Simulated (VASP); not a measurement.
All values below come from PBE GGA, VASP's PBE PAW potentials (set 64) (plane waves; VASP).

VASP input:

POSCAR:
```
ZnS
24.890960
  0.1530029376   0.0000000000   0.0000000000
 -0.0765014688   0.1325044112   0.0000000000
  0.0000000000   0.0000000000   1.0000000000
Zn S
8 8
Cart
 -0.0000000765   0.0883363183   0.7499100000
  0.0765015453   0.0441680929   0.2499100000
 -0.0000000765   0.0883363183   0.1247900000
  0.0765015453   0.0441680929   0.6247900000
  0.0000000000   0.0000000000   0.0000400000
  0.0000000000   0.0000000000   0.5000400000
  0.0765015453   0.0441680929   0.8753200000
 -0.0000000765   0.0883363183   0.3753200000
  0.0000000000   0.0000000000   0.5937100000
  0.0000000000   0.0000000000   0.0937100000
  0.0765015453   0.0441680929   0.9689900000
 -0.0000000765   0.0883363183   0.4689900000
 -0.0000000765   0.0883363183   0.2185000000
  0.0765015453   0.0441680929   0.7185000000
  0.0765015453   0.0441680929   0.3439300000
 -0.0000000765   0.0883363183   0.8439300000
```

### KPOINTS
```
Automatic mesh
0
Gamma
8 8 2
0.5 0.5 0.5
```

**INCAR**
```
ALGO = Normal
EDIFF = 1E-6
ENCUT = 300
GGA = PE
ISIF = 2
ISMEAR = 0
LASPH = T
LCHARG = F
LMAXMIX = 4
LORBIT = 11
LREAL = Auto
LWAVE = F
NEDOS = 601
NELM = 100
PREC = Accurate
SIGMA = 0.01
SYSTEM = ZnS
```

POTCAR, in this order: Zn S (PBE.64 set). Program: vasp_std.

The resulting files:

OUTCAR:
```
 ion  position               nearest neighbor table
   1  0.333  0.667  0.750-  14 2.33  14 2.33  14 2.33  16 2.34
   2  0.667  0.333  0.250-  13 2.33  13 2.33  13 2.33  15 2.34
   3  0.333  0.667  0.125-  10 2.33  10 2.33  10 2.33  13 2.33
   4  0.667  0.333  0.625-   9 2.33   9 2.33   9 2.33  14 2.33
   5  0.000  0.000  0.000-  11 2.33  11 2.33  11 2.33  10 2.33
   6  0.000  0.000  0.500-  12 2.33  12 2.33  12 2.33   9 2.33
   7  0.667  0.333  0.875-  11 2.33  16 2.33  16 2.33  16 2.33
   8  0.333  0.667  0.375-  12 2.33  15 2.33  15 2.33  15 2.33
   9  0.000  0.000  0.594-   4 2.33   4 2.33   4 2.33   6 2.33
  10  0.000  0.000  0.094-   3 2.33   3 2.33   3 2.33   5 2.33
  11  0.667  0.333  0.969-   5 2.33   5 2.33   5 2.33   7 2.33
  12  0.333  0.667  0.469-   6 2.33   6 2.33   6 2.33   8 2.33
  13  0.333  0.667  0.218-   3 2.33   2 2.33   2 2.33   2 2.33
  14  0.667  0.333  0.718-   4 2.33   1 2.33   1 2.33   1 2.33
  15  0.667  0.333  0.344-   8 2.33   8 2.33   8 2.33   2 2.34
  16  0.333  0.667  0.844-   7 2.33   7 2.33   7 2.33   1 2.34
  LATTYP: Found a hexagonal cell.
 ALAT       =     3.8083900000
 C/A-ratio  =     6.5358222241
 Subroutine PRICEL returns:
 Original cell was already a primitive cell.
 Subroutine GETGRP returns: Found 12 space group operations
The static configuration has the point symmetry C_3v.
 The point group associated with its full space group is C_6v.
...
```

### OSZICAR
```
       N       E                     dE             d eps       ncg     rms          rms(c)
DAV:   1     0.102240175735E+04    0.10224E+04   -0.47128E+04  3440   0.137E+03
DAV:   2     0.994641035417E+02   -0.92294E+03   -0.88149E+03  3456   0.365E+02
DAV:   3    -0.501516736520E+02   -0.14962E+03   -0.14657E+03  3858   0.139E+02
DAV:   4    -0.579409208537E+02   -0.77892E+01   -0.77453E+01  3946   0.334E+01
DAV:   5    -0.581071211358E+02   -0.16620E+00   -0.16585E+00  3914   0.489E+00    0.207E+01
DAV:   6    -0.545769745532E+02    0.35301E+01   -0.70657E+00  5032   0.418E+01    0.155E+01
DAV:   7    -0.551046652349E+02   -0.52769E+00   -0.13630E+01  3914   0.100E+01    0.531E+00
DAV:   8    -0.547403244178E+02    0.36434E+00   -0.11611E+00  4192   0.701E+00    0.213E+00
DAV:   9    -0.547067126913E+02    0.33612E-01   -0.43809E-01  4352   0.361E+00    0.628E-01
DAV:  10    -0.547067661882E+02   -0.53497E-04   -0.16658E-02  4108   0.162E+00    0.529E-01
DAV:  11    -0.547070136109E+02   -0.24742E-03   -0.23592E-03  3968   0.200E-01    0.516E-01
DAV:  12    -0.547104152956E+02   -0.34017E-02   -0.10161E-02  4834   0.915E-01    0.340E-01
DAV:  13    -0.547090886084E+02    0.13267E-02   -0.33984E-03  3996   0.601E-01    0.405E-01
DAV:  14    -0.547081912609E+02    0.89735E-03   -0.15876E-03  4888   0.330E-01    0.228E-01
DAV:  15    -0.547082100755E+02   -0.18815E-04   -0.31397E-04  3844   0.804E-02    0.200E-01
DAV:  16    -0.547081849014E+02    0.25174E-04   -0.46240E-06  3504   0.199E-02    0.194E-01
DAV:  17    -0.547078913499E+02    0.29355E-03   -0.36845E-04  4788   0.178E-01    0.109E-01
DAV:  18    -0.547078336294E+02    0.57720E-04   -0.25049E-04  4968   0.871E-02    0.523E-02
DAV:  19    -0.547078380988E+02   -0.44694E-05   -0.36481E-05  3832   0.241E-02    0.461E-02
DAV:  20    -0.547078381104E+02   -0.11609E-07   -0.20965E-07  2080   0.283E-03
   1 F= -.54707838E+02 E0= -.54707838E+02  d E =-.640005E-27
```

**OUTCAR**
```
------------------------ aborting loop because EDIFF is reached ----------------------------------------
  FORCE on cell =-STRESS in cart. coord.  units (eV):
  Direction    XX          YY          ZZ          XY          YZ          ZX
  --------------------------------------------------------------------------------------
  Total        4.5620614      4.5620601      4.6231613      0.0000000      0.0000000      0.0000000
  in kB       23.3785011     23.3784942     23.6916106      0.0000000      0.0000000      0.0000000
  external PRESSURE =      23.4828686 kB  Pullay stress =       0.0000000 kB
  volume of cell :      312.65
      direct lattice vectors                 reciprocal lattice vectors
     3.808390000  0.000000000  0.000000000     0.262578150  0.151599588  0.000000000
    -1.904195000  3.298162000  0.000000000     0.000000000  0.303199176  0.000000000
     0.000000000  0.000000000 24.890960000     0.000000000  0.000000000  0.040175228
  FREE ENERGIE OF THE ION-ELECTRON SYSTEM (eV)
  ---------------------------------------------------
  free  energy   TOTEN  =       -54.7078381104 eV

  energy  without entropy=      -54.7078381104  energy(sigma->0) =      -54.70783811

 total charge

# of ion       s       p       d       tot
------------------------------------------
    1        0.522   0.482   9.793  10.797
    2        0.522   0.482   9.793  10.797
    3        0.523   0.486   9.793  10.803
    4        0.523   0.486   9.793  10.803
    5        0.524   0.487   9.793  10.804
    6        0.524   0.487   9.793  10.804
    7        0.522   0.484   9.793  10.799
    8        0.522   0.484   9.793  10.799
    9        1.315   2.446   0.000   3.761
   10        1.315   2.446   0.000   3.761
   11        1.315   2.446   0.000   3.761
   12        1.315   2.446   0.000   3.761
   13        1.315   2.445   0.000   3.760
   14        1.315   2.445   0.000   3.760
   15        1.315   2.445   0.000   3.760
   16        1.315   2.445   0.000   3.760
--------------------------------------------------
tot         14.698  23.445  78.345 116.488
```
(Selected blocks of OUTCAR.)

At this cut-off the stress carries a Pulay error, which pulls relaxed volumes low.

The structure comes from a computed database's ZnS entry; how it stands against other phases isn't given here. The cell was not relaxed at this level. The run is one of a series of settings (NEDOS = 601, KPOINTS 8×8×2 Γ-centred mesh shifted by (0.5, 0.5, 0.5) against the base run), some of them coarse on purpose.
